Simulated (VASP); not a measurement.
Level of theory: PBE GGA with D3 dispersion (zero damping), VASP's PBE PAW potentials (set 64) (plane waves; VASP).

VASP input:

### POSCAR
```
MgI2
1
    2.0838832101    -3.6093911658    -0.0000000000
    2.0838832101     3.6093911658    -0.0000000000
    0.0000000000    -0.0000000000     6.9086947391
Mg I
1 2
Direct
  1.0000000000   0.0000000000   0.0000000000
  0.3333330000   0.6666670000   0.2426711357
  0.6666670000   0.3333330000   0.7573288643
```

KPOINTS:
```
Automatic mesh
0
Gamma
6 6 3
0 0 0
```

INCAR:
```
# general
SYSTEM =MgI2
PREC   =Accurate
ENCUT  =520
LREAL  =.FALSE.
LASPH  =.TRUE.

# electronic loop
EDIFF  =1E-6
NELM   =100
ALGO   =Normal
LMAXMIX=4

# smearing
ISMEAR =0
SIGMA  =0.05

# functional
GGA    =PE
IVDW   =11

# ions
IBRION =2
NSW    =60
ISIF   =3
EDIFFG =-0.02

# output
LWAVE  =.FALSE.
LCHARG =.FALSE.
```

POTCAR, in this order: Mg I (PBE.64 set). Program: vasp_std.

Output of the run:

**OSZICAR**
```
       N       E                     dE             d eps       ncg     rms          rms(c)
DAV:   1     0.798729550123E+02    0.79873E+02   -0.58043E+03   408   0.104E+03
DAV:   2    -0.139159184836E+01   -0.81265E+02   -0.75327E+02   592   0.149E+02
DAV:   3    -0.772743356891E+01   -0.63358E+01   -0.63039E+01   512   0.501E+01
DAV:   4    -0.785861622264E+01   -0.13118E+00   -0.13113E+00   532   0.867E+00
DAV:   5    -0.786133206709E+01   -0.27158E-02   -0.27157E-02   520   0.128E+00    0.395E+00
DAV:   6    -0.773045287554E+01    0.13088E+00   -0.15363E-01   468   0.217E+00    0.274E+00
DAV:   7    -0.770551990078E+01    0.24933E-01   -0.14452E-01   448   0.215E+00    0.745E-01
DAV:   8    -0.770377505348E+01    0.17448E-02   -0.97941E-03   488   0.607E-01    0.250E-01
DAV:   9    -0.770393331561E+01   -0.15826E-03   -0.10474E-03   480   0.235E-01    0.974E-02
DAV:  10    -0.770391984497E+01    0.13471E-04   -0.31614E-05   508   0.488E-02    0.430E-02
DAV:  11    -0.770392612743E+01   -0.62825E-05   -0.19887E-05   448   0.334E-02    0.313E-02
DAV:  12    -0.770392679657E+01   -0.66915E-06   -0.11809E-06   384   0.762E-03
   1 F= -.83468911E+01 E0= -.83468911E+01  d E =-.834689E+01
       N       E                     dE             d eps       ncg     rms          rms(c)
DAV:   1    -0.770348030287E+01    0.44582E-03   -0.11599E-02   424   0.582E-01    0.961E-02
DAV:   2    -0.770319352940E+01    0.28677E-03   -0.49848E-04   464   0.156E-01    0.487E-02
DAV:   3    -0.770310912587E+01    0.84404E-04   -0.20169E-04   468   0.754E-02    0.183E-02
DAV:   4    -0.770310444417E+01    0.46817E-05   -0.12332E-05   480   0.227E-02    0.175E-02
DAV:   5    -0.770310358498E+01    0.85919E-06   -0.54467E-06   488   0.146E-02
   2 F= -.83470836E+01 E0= -.83470836E+01  d E =-.192563E-03
       N       E                     dE             d eps       ncg     rms          rms(c)
DAV:   1    -0.770290607889E+01    0.19837E-03   -0.65674E-04   424   0.139E-01    0.229E-02
DAV:   2    -0.770289041055E+01    0.15668E-04   -0.27070E-05   456   0.366E-02    0.111E-02
DAV:   3    -0.770288603520E+01    0.43753E-05   -0.10989E-05   476   0.176E-02    0.412E-03
DAV:   4    -0.770288596444E+01    0.70759E-07   -0.58211E-07   236   0.532E-03
   3 F= -.83471022E+01 E0= -.83471022E+01  d E =-.211136E-03
       N       E                     dE             d eps       ncg     rms          rms(c)
DAV:   1    -0.770250763535E+01    0.37840E-03   -0.24958E-03   428   0.270E-01    0.454E-02
DAV:   2    -0.770244553727E+01    0.62098E-04   -0.10640E-04   452   0.722E-02    0.212E-02
DAV:   3    -0.770242755141E+01    0.17986E-04   -0.43690E-05   480   0.351E-02    0.850E-03
DAV:   4    -0.770242679757E+01    0.75384E-06   -0.24807E-06   392   0.106E-02
   4 F= -.83471139E+01 E0= -.83471139E+01  d E =-.222857E-03
       N       E                     dE             d eps       ncg     rms          rms(c)
DAV:   1    -0.770332994482E+01   -0.90239E-03   -0.93045E-03   424   0.515E-01    0.636E-02
DAV:   2    -0.770318152861E+01    0.14842E-03   -0.23349E-04   484   0.112E-01    0.355E-02
DAV:   3    -0.770310953203E+01    0.71997E-04   -0.19806E-04   472   0.781E-02    0.192E-02
DAV:   4    -0.770310957492E+01   -0.42888E-07   -0.70597E-06   456   0.189E-02
   5 F= -.83471923E+01 E0= -.83471923E+01  d E =-.784122E-04
```

File OUTCAR:
```
------------------------ aborting loop because EDIFF is reached ----------------------------------------
 Edisp (eV)   -0.64408
  FORCE on cell =-STRESS in cart. coord.  units (eV):
  Direction    XX          YY          ZZ          XY          YZ          ZX
  --------------------------------------------------------------------------------------
  Total       0.00788     0.00788     0.03182     0.00000     0.00000     0.00000
  in kB       0.12177     0.12177     0.49161     0.00000     0.00000     0.00000
  external pressure =        0.25 kB  Pullay stress =        0.00 kB
  volume of cell :      103.70
      direct lattice vectors                 reciprocal lattice vectors
     2.078560874 -3.600172612  0.000000000     0.240551050 -0.138882230  0.000000000
     2.078560874  3.600172612 -0.000000000     0.240551050  0.138882230 -0.000000000
     0.000000000  0.000000000  6.928739535     0.000000000  0.000000000  0.144326395
 POSITION                                       TOTAL-FORCE (eV/Angst)
 -----------------------------------------------------------------------------------
      0.00000      0.00000      0.00000         0.000000     -0.000000      0.000000
      2.07856      1.20006      1.68019        -0.000000      0.000000     -0.008794
      2.07856     -1.20006      5.24855         0.000000     -0.000000      0.008794
 -----------------------------------------------------------------------------------
    total drift:                                0.000000      0.000000      0.000000
  FREE ENERGIE OF THE ION-ELECTRON SYSTEM (eV)
  ---------------------------------------------------
  free  energy   TOTEN  =        -8.3471923295 eV

  energy  without entropy=       -8.3471923295  energy(sigma->0) =       -8.34719233

 reached required accuracy - stopping structural energy minimisation
```
(Selected blocks of OUTCAR.)

CONTCAR:
```
MgI2
   1.00000000000000
     2.0785608736277403   -3.6001726119191138    0.0000000000000000
     2.0785608736277403    3.6001726119191138   -0.0000000000000000
     0.0000000000000000    0.0000000000000000    6.9287395352787273
  Mg              I
     1     2
Direct
     0.0000000000000000    0.0000000000000000    0.0000000000000000
     0.3333330000000032    0.6666669999999968    0.2424960597136615
     0.6666669999999968    0.3333330000000032    0.7575039402863385
```

OUTCAR:
```
 val. band max:        2.1808196679   @ k =   0.0000   0.0000   0.0000

 cond. band min:       5.7016733952   @ k =   0.5000  -0.0000   0.3333


 Fermi energy:         2.4449536472

 k-point     1 :       0.0000    0.0000    0.0000
  band No.  band energies     occupation
      1      -9.8241      2.00000
      2      -9.1442      2.00000
      3      -1.2921      2.00000
      4       1.7863      2.00000
      5       1.7863      2.00000
      6       2.1508      2.00000
      7       2.1508      2.00000
      8       2.1808      2.00000
      9       5.8736      0.00000
     10       7.0019      0.00000
     11       8.9134      0.00000
     12       8.9134      0.00000

 k-point     2 :       0.1667   -0.0000    0.0000
  band No.  band energies     occupation
      1      -9.6850      2.00000
      2      -9.0721      2.00000
      3      -1.1005      2.00000
      4       0.8036      2.00000
      5       1.3006      2.00000
      6       1.4806      2.00000
      7       2.0893      2.00000
      8       2.0920      2.00000
      9       6.7364      0.00000
     10       7.6188      0.00000
     11       8.4063      0.00000
     12       9.2681      0.00000

 k-point     3 :       0.3333   -0.0000    0.0000
  band No.  band energies     occupation
      1      -9.3540      2.00000
      2      -8.9444      2.00000
      3      -0.9309      2.00000
      4      -0.3495      2.00000
      5       0.2787      2.00000
      6       1.0450      2.00000
      7       1.7288      2.00000
      8       1.8777      2.00000
      9       6.2590      0.00000
     10       7.6571      0.00000
     11       8.1221      0.00000
     12       9.2901      0.00000

 k-point     4 :       0.5000   -0.0000    0.0000
  band No.  band energies     occupation
      1      -9.1243      2.00000
      2      -8.9231      2.00000
      3      -1.3464      2.00000
      4      -0.5800      2.00000
      5       0.3718      2.00000
      6       0.8667      2.00000
...
```

Unless said otherwise, spin-orbit coupling is left out, though it shifts the bands of the heavy elements here.

The compound is MgI2 in the 1T layered structure. This run relaxes it. Symmetry was kept, so distortions that lower it aren't found. The start is the result of an earlier pass.
